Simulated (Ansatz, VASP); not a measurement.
# K2Be2O3 (K2Be2O3 (P2_1/c)) in two plane-wave programs, part 2 of 2

Wanted: the spread between two codes on one cell, functional and k mesh.  Valence electrons are named where the data sets of a main pair hold unlike numbers.

VASP 6.6.1 and Ansatz 0.2.0.

So far: Set-up; VASP: single point, PBEsol.

## (3) Ansatz: single point, PBEsol

Level of this step: Ansatz beside VASP: Kohn-Sham DFT, plane waves, PBEsol (Ansatz).

Ansatz runs on its default PAW (the set named soft_2) files.

The same cell, functional, mesh and smearing now go to Ansatz, which takes its cutoff from its data sets.

input.yaml reads:

```yaml
crystal:
  lattice:
    - [-7.6745844038, 8.0478789427, 5.7262156591]
    - [2.2011037902, -8.0478789427, 5.6871625837]
    - [7.6745844038, 8.0478789427, -5.7262156591]
  atoms:
    - { symbol: K, position: [0.6383794826, 0.5715893776, 0.2831699985] }
    - { symbol: K, position: [0.1383794827, 0.0715893776, 0.2831699985] }
    - { symbol: K, position: [0.1383794827, 0.5715893776, 0.7831699986] }
    - { symbol: K, position: [0.6383794826, 0.0715893776, 0.7831699985] }
    - { symbol: K, position: [0.288419379, 0.3215893776, 0.1832098949] }
    - { symbol: K, position: [0.7884193791, 0.8215893776, 0.1832098949] }
    - { symbol: K, position: [0.788419379, 0.3215893776, 0.6832098949] }
    - { symbol: K, position: [0.288419379, 0.8215893776, 0.6832098949] }
    - { symbol: K, position: [0.7115806209, 0.6784106224, 0.816790105] }
    - { symbol: K, position: [0.2115806209, 0.1784106224, 0.816790105] }
    - { symbol: K, position: [0.2115806209, 0.6784106224, 0.316790105] }
    - { symbol: K, position: [0.7115806209, 0.1784106224, 0.316790105] }
    - { symbol: K, position: [0.3616205173, 0.4284106224, 0.7168300014] }
    - { symbol: K, position: [0.8616205173, 0.9284106224, 0.7168300014] }
    - { symbol: K, position: [0.8616205174, 0.4284106224, 0.2168300015] }
    - { symbol: K, position: [0.3616205173, 0.9284106224, 0.2168300014] }
    - { symbol: Be, position: [0.507897955, 0.404235515, 0.407400401] }
    - { symbol: Be, position: [0.007897955, 0.904235515, 0.407400401] }
    - { symbol: Be, position: [0.007897955, 0.404235515, 0.907400401] }
    - { symbol: Be, position: [0.507897955, 0.904235515, 0.907400401] }
    - { symbol: Be, position: [0.503164886, 0.845764485, 0.35366244] }
    - { symbol: Be, position: [0.003164886, 0.345764485, 0.35366244] }
    - { symbol: Be, position: [0.003164886, 0.845764485, 0.85366244] }
    - { symbol: Be, position: [0.503164886, 0.345764485, 0.85366244] }
    - { symbol: Be, position: [0.496835114, 0.154235515, 0.64633756] }
    - { symbol: Be, position: [0.9968351139, 0.654235515, 0.6463375599] }
    - { symbol: Be, position: [0.996835114, 0.154235515, 0.1463375599] }
    - { symbol: Be, position: [0.496835114, 0.654235515, 0.1463375599] }
    - { symbol: Be, position: [0.4921020449, 0.595764485, 0.5925995989] }
    - { symbol: Be, position: [0.992102045, 0.095764485, 0.5925995989] }
    - { symbol: Be, position: [0.9921020449, 0.595764485, 0.0925995989] }
    - { symbol: Be, position: [0.4921020449, 0.095764485, 0.0925995989] }
    - { symbol: O, position: [0.5, 0.25, 0.25] }
    - { symbol: O, position: [0.0, 0.75, 0.25] }
    - { symbol: O, position: [0.0, 0.25, 0.75] }
    - { symbol: O, position: [0.5, 0.75, 0.75] }
    - { symbol: O, position: [0.0, 0.0, 0.0] }
    - { symbol: O, position: [0.5, 0.5, 0.0] }
    - { symbol: O, position: [0.5, 0.0, 0.5] }
    - { symbol: O, position: [0.0, 0.5, 0.5] }
    - { symbol: O, position: [0.8722088214, 0.5937164622, 0.6675413851] }
    - { symbol: O, position: [0.3722088213, 0.0937164622, 0.6675413851] }
    - { symbol: O, position: [0.3722088213, 0.5937164622, 0.1675413851] }
    - { symbol: O, position: [0.8722088213, 0.0937164622, 0.1675413851] }
    - { symbol: O, position: [0.5738249228, 0.6562835377, 0.5284923591] }
    - { symbol: O, position: [0.0738249229, 0.1562835378, 0.5284923591] }
    - { symbol: O, position: [0.0738249229, 0.6562835377, 0.0284923591] }
    - { symbol: O, position: [0.5738249228, 0.1562835377, 0.0284923591] }
    - { symbol: O, position: [0.4261750771, 0.3437164622, 0.4715076409] }
    - { symbol: O, position: [0.9261750772, 0.8437164622, 0.4715076409] }
    - { symbol: O, position: [0.9261750772, 0.3437164623, 0.9715076409] }
    - { symbol: O, position: [0.4261750772, 0.8437164622, 0.9715076409] }
    - { symbol: O, position: [0.1277911786, 0.4062835377, 0.3324586149] }
    - { symbol: O, position: [0.6277911786, 0.9062835377, 0.3324586149] }
    - { symbol: O, position: [0.6277911786, 0.4062835377, 0.8324586149] }
    - { symbol: O, position: [0.1277911786, 0.9062835377, 0.8324586149] }
hamiltonian:
  xc: pbesol
  pseudopotentials: { kind: paw }
kpoints:
  mp_grid: { grid: [2, 2, 2] }
scf:
  occupations: { method: gaussian, width: 0.05 }
  n_extra_bands: 18
output:
  forces: true
  stress: true
  eigenvalues: true
  write_density: true
  write_potential: true
  elf: true
  volumetric_format: npy
```

The run is started by

```bash
> ansatz run input.yaml --threads 8 --pin off --max-ram 18432MiB --backend cpu --events-out ev --progress --plain --runs-dir out
```

Numbers of over 12 decimals in the logs are rounded to 6 here.

Log:

```text
scf.n_extra_bands = 18 over 160 filled bands (N_el = 320.0): the run solves 178 bands
Engine: ansatz 0.2.0, aarch64-unknown-linux-gnu
Pseudopotentials: kind: paw
Pseudopotential: K, paw, valence charge 9, recommended cutoff 420 eV (normal), K.paw.azcp
Pseudopotential: Be, paw, valence charge 2, recommended cutoff 420 eV (normal), Be.paw.azcp
Pseudopotential: O, paw, valence charge 6, recommended cutoff 420 eV (normal), O.paw.azcp
Functional definition: PBEsol
  exchange = pbesol_x
  correlation = pbesol_c
Crystal: 56 atoms, lattice volume = 905.396 Å³
Basis set: ecut = 420 eV, 17711 PW (Γ), exchange–correlation on 180×144×180 points (8 copies of the dense FFT grid, shifted against one another)
Bands: 178, of which v1, the nominal top of the filled ones, is band 160 counted from 1 (159 counted from 0)
Symmetry: 16 space group operations
Space group: P21/c (ITA 14), of the structure as read, at distance tolerance 9.7e-5 Å
k-points: 6 of 8
Non-local potential: K, projectors of the file, l = 0: 3, l = 1: 2, l = 2: 2
Non-local potential: Be, projectors of the file, l = 0: 2, l = 1: 2, l = 2: 1
Non-local potential: O, projectors of the file, l = 0: 2, l = 1: 2, l = 2: 1
PAW form: soft (Blöchl's): semilocal exchange-correlation on the pseudo side does not see the compensation charge
PAW frozen core: K, regenerated for the run's functional, and the local potential with it (the file was generated under x = pbe(κ = 0.804, μ = 0.219515), c = pbe(β = 0.066725))
PAW frozen core: Be, regenerated for the run's functional, and the local potential with it (the file was generated under x = pbe(κ = 0.804, μ = 0.219515), c = pbe(β = 0.066725))
PAW frozen core: O, regenerated for the run's functional, and the local potential with it (the file was generated under x = pbe(κ = 0.804, μ = 0.219515), c = pbe(β = 0.066725))
PAW one-centre angular grid: K, 110 points (default); XC on 64 Gauss nodes
PAW one-centre angular grid: Be, 110 points (default); XC on 64 Gauss nodes
PAW one-centre angular grid: O, 110 points (default); XC on 64 Gauss nodes
Initial density: superposition of atomic densities (neutral atoms: chi_scale 0, normalization atom), corrected by the library's trained network
Initial wavefunctions: pseudopotential atomic-orbital guess
Functional: x = pbesol(κ = 0.804, μ = 0.123457), c = pbesol(β = 0.046)
SCF iter   1: F=—  HF=-39218.420644 eV  |F-HF|=—  |Δ(HF+E_count)|=         —  Δρ=9.66e-3  dr2=6.96e-1  ethr=1.77e-3  ⟨swp⟩=7.7  Hψ=5068  notcnv=0  defer=4
preconditioner: auto → Resta (q_TF=auto, 2.294 Å⁻¹)  ε∞=3.5  [insulator: Δε(μ)=3.249 eV  Ē_g=13.160 eV  σ=0.050 eV  W_gap=1.00  n_scr=188 (ndim 8)  ℏωp=20.9 eV  f_vac=0.130  D(μ)=0.00/eV (n_scr^D=0)  ε∞_Penn≈3.5]
SCF iter   2: F=—  HF=-39218.241985 eV  |F-HF|=—  |Δ(HF+E_count)|=   1.79e-1  Δρ=2.67e-3  dr2=3.78e-2  ethr=2.18e-4  ⟨swp⟩=2.0  Hψ=2164  notcnv=0  defer=77
SCF iter   3: F=—  HF=-39218.232875 eV  |F-HF|=—  |Δ(HF+E_count)|=   9.11e-3  Δρ=8.62e-4  dr2=5.75e-3  ethr=1.18e-5  ⟨swp⟩=2.0  Hψ=1799  notcnv=0  defer=77
SCF iter   4: F=—  HF=-39218.232520 eV  |F-HF|=—  |Δ(HF+E_count)|=   3.55e-4  Δρ=3.68e-4  dr2=9.35e-4  ethr=1.80e-6  ⟨swp⟩=2.0  Hψ=1711  notcnv=0  defer=77
SCF iter   5: F=—  HF=-39218.232471 eV  |F-HF|=—  |Δ(HF+E_count)|=   4.93e-5  Δρ=9.50e-5  dr2=1.11e-4  ethr=2.92e-7  ⟨swp⟩=2.0  Hψ=1855  notcnv=0  defer=77
SCF iter   6: F=—  HF=-39218.232471 eV  |F-HF|=—  |Δ(HF+E_count)|=   5.55e-8  Δρ=2.41e-5  dr2=8.60e-6  ethr=3.48e-8  ⟨swp⟩=2.0  Hψ=1423  notcnv=0  defer=77
SCF iter   7: F=—  HF=-39218.232599 eV  |F-HF|=—  |Δ(HF+E_count)|=   1.29e-4  Δρ=4.76e-6  dr2=3.63e-7  ethr=2.69e-9  ⟨swp⟩=2.5  Hψ=1687  notcnv=0  defer=77
SCF iter   8: F=-39218.232600 eV  HF=-39218.232600 eV  |F-HF|=4.08e-8  |Δ(HF+E_count)|=   5.48e-7  Δρ=1.34e-6  dr2=2.35e-8  ethr=3.13e-11  ⟨swp⟩=14.0  Hψ=7730  notcnv=0
SCF 1 converged in 8 iterations: F = -39218.232600 eV  dr2 = 2.35e-8
  greatest PAW one-centre occupation: 0.987 electrons in one spin orbital (limit 2), on the K atom at site 15 (counted from 0), in its partial waves of l = 0
SCF converged after 8 iterations
Free energy (F): -39218.232600 eV
Harris-Foulkes:  -39218.232600 eV  (|F-HF|=4.08e-8)
Internal energy: -39218.232600 eV  (E = F + TS)
E sigma→0 (E₀):  -39218.232600 eV
Fermi energy:    4.411107 eV
--- Per-component energies (eV) ---
  E_band       = -2183.692657
  E_kinetic    = 8629.769247
  E_local      = -20039.295497  (includes V_loc(G=0)·N_el)
  E_nonlocal   = 1461.238639
  E_hartree    = 7167.151421
  E_xc         = -4211.625470
  E_vxc        = -5211.711871  (∫ρ·V_xc dr)
  E_paw        = -16769.385842  (= ΣΔE_a)
  E_vpaw       = -1358.047600  (= ΣTr[D̂ρ^β])
  E_aug_tail   = 0.059134  (compensation charges beyond the density's cutoff)
  E_ewald      = -15458.869806
  E_core_change = 2.725574  (= ΣΔE_core)
  E_smearing   = -0.000000  (= −TS)
  E_closure    = -0.000000  (closes the sum)
  Σ components = -39218.232600   (vs F -39218.232600, Δ=0.00e0)
--- Forces (eV/Å), atoms counted from 1 ---
  atom   1  K     -0.01251887     0.07285109    -0.03125423
  atom   2  K     -0.01251887     0.07285109    -0.03125423
  atom   3  K     -0.01251887     0.07285109    -0.03125423
  atom   4  K     -0.01251887     0.07285109    -0.03125423
  atom   5  K     -0.01251887    -0.07285109    -0.03125423
  atom   6  K     -0.01251887    -0.07285109    -0.03125423
  atom   7  K     -0.01251887    -0.07285109    -0.03125423
  atom   8  K     -0.01251887    -0.07285109    -0.03125423
  atom   9  K      0.01251887     0.07285109     0.03125423
  atom  10  K      0.01251887     0.07285109     0.03125423
  atom  11  K      0.01251887     0.07285109     0.03125423
  atom  12  K      0.01251887     0.07285109     0.03125423
  atom  13  K      0.01251887    -0.07285109     0.03125423
  atom  14  K      0.01251887    -0.07285109     0.03125423
  atom  15  K      0.01251887    -0.07285109     0.03125423
  atom  16  K      0.01251887    -0.07285109     0.03125423
  atom  17  Be     0.08429227    -0.01059561     0.01400893
  atom  18  Be     0.08429227    -0.01059561     0.01400893
  atom  19  Be     0.08429227    -0.01059561     0.01400893
  atom  20  Be     0.08429227    -0.01059561     0.01400893
  atom  21  Be    -0.08429227    -0.01059561    -0.01400893
  atom  22  Be    -0.08429227    -0.01059561    -0.01400893
  atom  23  Be    -0.08429227    -0.01059561    -0.01400893
  atom  24  Be    -0.08429227    -0.01059561    -0.01400893
[...]
atom  49  O      0.01073187    -0.04111767     0.00887751
  atom  50  O      0.01073187    -0.04111767     0.00887751
  atom  51  O      0.01073187    -0.04111767     0.00887751
  atom  52  O      0.01073187    -0.04111767     0.00887751
  atom  53  O     -0.01073187    -0.04111767    -0.00887751
  atom  54  O     -0.01073187    -0.04111767    -0.00887751
  atom  55  O     -0.01073187    -0.04111767    -0.00887751
  atom  56  O     -0.01073187    -0.04111767    -0.00887751
  max |Σ_I F_I| component: 8.50e-17 eV/Å
--- Stress (GPa, compression-positive) ---
       -0.478326      -0.000000      -0.068858
       -0.000000      -0.416359      -0.000000
       -0.068858      -0.000000      -1.101174
  P = ⅓ Tr σ = -0.6653 GPa (-6.653 kbar)
--- Band table (eV; the first three rows and the last of 6) ---
  k-point 0: bands = [... 156 lower, 2.7024, 2.7024, 2.7069, 2.7069, 6.1055, 8.0126, 8.0126, 8.1842, ... 14 higher]
  k-point 1: bands = [... 156 lower, 2.4829, 2.4829, 2.4871, 2.4871, 7.0681, 7.0681, 7.6469, 7.6469, ... 14 higher]
  k-point 2: bands = [... 156 lower, 2.5145, 2.5145, 2.5145, 2.5145, 7.5621, 7.5621, 7.6972, 7.6972, ... 14 higher]
  k-point 5: bands = [... 156 lower, 2.6983, 2.7073, 2.7073, 2.7167, 7.2090, 7.2090, 7.6127, 7.6127, ... 14 higher]
```

Elapsed: 18 s, on 8 threads of Arm Neoverse V2, shared host; peak memory 4.7 GiB; 2.3 min of CPU time.

The run ends at a pressure of -0.67 GPa, with forces up to 0.086 eV/Å.

## (4) Comparison

Known differences besides the potentials themselves: the data sets hold 320 valence electrons in Ansatz (on its default PAW (the set named soft_2) files) and 288 in VASP; the cutoff is 420 eV in Ansatz and 400 eV in VASP (PREC = Normal, projectors in real space); Ansatz makes its cores anew for this functional, VASP keeps those of its PBE data sets; VASP leaves aspherical gradient terms in its spheres out (LASPH is not set), Ansatz keeps them. Total energies have different zeros and are not compared.

The two programs side by side:

| quantity | Ansatz | VASP | difference |
| --- | --- | --- | --- |
| pressure (GPa) | -0.67 | -2.42 | +1.76 |
| pressure without Ansatz's Pulay correction (GPa) | -1.00 | -2.42 | +1.43 |
| gap on the k mesh (eV) | 3.389 | 3.381 | +0.008 |

At this near-relaxed geometry the largest component of a force difference is 70 meV/Å. A gap on the mesh is an upper bound, since the band edges may lie between its points. Ansatz's pressure holds a Pulay correction of 0.33 GPa; VASP's holds none.

## (5) Further runs

Further runs change the set-up of one program: Ansatz's method, potentials or start, or VASP's data sets, cutoff or form of LDA. The table gives Ansatz less VASP for each quantity, since a change that brings one quantity closer may part another.

| run | r.m.s. force difference (meV/Å) | pressure (GPa) | gap on the k mesh (eV) | pressure without Ansatz's Pulay correction (GPa) |
| --- | --- | --- | --- | --- |
| as above | 31 | 1.8 | 0.0076 | 1.4 |
| cores kept as stored | 31 | 1.8 | 0.0081 | 1.5 |
| Ansatz's larger PAW set (cutoff 1007 eV) | 30 | 1.7 | 0.0071 |  |
| norm-conserving potentials (cutoff 1197 eV) | 28 | 1.7 | 0.025 |  |

## (6) Outcome

```json
{
 "r.m.s. force difference (single point, PBEsol)": "31 meV/Å",
 "difference in pressure (single point, PBEsol)": "1.8 GPa"
}
```

In words: The r.m.s. force difference is 31 meV/Å (single point, PBEsol), beyond the 12 meV/Å picked in this series as the mark of a large difference. The data sets hold unlike numbers of valence electrons (320 in Ansatz and 288 in VASP), so part of the differences comes from the potentials. By the marks of this series, far apart in the single point, PBEsol pair: the r.m.s. force difference, 31 meV/Å and the difference in pressure, 1.8 GPa. Single point, PBEsol, norm-conserving potentials (cutoff 1197 eV): the difference in gap on the k mesh goes from 0.0076 to 0.025 eV. Such differences can come from data sets, numerical settings and the points named under the comparisons, not from the functional's error against experiment.

[Lines on the potential files, build, host, timing and source positions are cut from VASP's logs without a mark.]

[Logs are printed without paths, hosts, clocks, repeated set-up lines and the standing remarks that a program may print on its own settings, such as how far it seeks lower states.]

[Hosts, paths, dates, database ids (printed as entryN), source tags and the programs' standing remarks are cut or masked in the printed files.]
